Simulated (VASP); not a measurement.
Data:

```yaml
crystal:
  lattice:
    - [0.00000, 3.01718, 3.01718]
    - [3.01718, 0.00000, 3.01718]
    - [3.01718, 3.01718, 0.00000]
  atoms:
    - { symbol: Pb, position: [0.00000, 0.00000, 0.00000] }
    - { symbol: F, position: [0.25000, 0.25000, 0.25000] }
    - { symbol: F, position: [0.75000, 0.75000, 0.75000] }
```

Calculation: r2SCAN meta-GGA, VASP's PBE PAW potentials (set 64) (plane waves; VASP). Numerical set-up: 520 eV cut-off, 7×7×7 Γ-centred mesh, Gaussian smearing of 0.050 eV, potentials Pb_d F.

Question: Give the stress tensor in GPa (positive for a compressed cell).

Answer: 
```
-3.94   0.00   0.00
 0.00  -3.94   0.00
 0.00   0.00  -3.94
```
The pressure is its mean diagonal, -3.94 GPa.

The compound is PbF2 in the fluorite structure, the β form. This cell is one point of a volume scan, at 1.06 of the reference volume.
